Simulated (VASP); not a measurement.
Data:

```xyz
5
Lattice="3.9889 0.0000 0.0000 0.0000 3.9889 0.0000 0.0000 0.0000 4.0981" Properties=species:S:1:pos:R:3 pbc="T T T"
Ba     0.0000     3.9889     0.0133
Ti     1.9944     1.9944     2.1351
O      1.9944     1.9944     3.9802
O      0.0000     1.9944     1.9845
O      1.9944     3.9889     1.9845
```

Method: optB86b-vdW, VASP's PBE PAW potentials (set 64) (plane waves; VASP). Numerical set-up: 520 eV cut-off, Gaussian smearing of 0.050 eV, potentials Ba_sv Ti_sv O.

Unless said otherwise, spin-orbit coupling is left out, though it shifts the bands of the heavy elements here.

Q: Give the energies of bands 12 to 23 at the high-symmetry points, in eV from the valence-band maximum.

A: 
```
band      Γ      X      M      Z      R      A
----  -----  -----  -----  -----  -----  -----
12    -2.45  -4.02  -4.34  -4.02  -4.27  -4.45
13    -2.38  -2.85  -4.11  -2.81  -4.12  -3.83
14    -2.38  -2.85  -3.84  -2.81  -3.81  -3.80
15    -1.46  -2.45  -2.85  -2.04  -2.92  -2.59
16    -1.46  -1.97  -2.85  -2.04  -2.67  -2.53
17    -1.23  -1.91  -1.88  -2.01  -1.78  -2.53
18    -0.59  -1.71  -1.07  -1.98  -1.03  -0.26
19    -0.45  -1.26  -1.07  -0.72  -0.99  -0.26
20    -0.45  -1.07  -0.07  -0.72  -0.34   0.00
21     1.77   2.29   3.55   1.91   3.48   4.05
22     2.19   3.46   3.55   3.46   3.49   4.05
23     2.19   3.53   3.91   3.46   3.81   4.11
```

The gap is indirect, 1.77 eV, from the valence maximum at A to the conduction minimum at Γ.

The compound is BaTiO3 in the tetragonal perovskite structure. It was relaxed first.
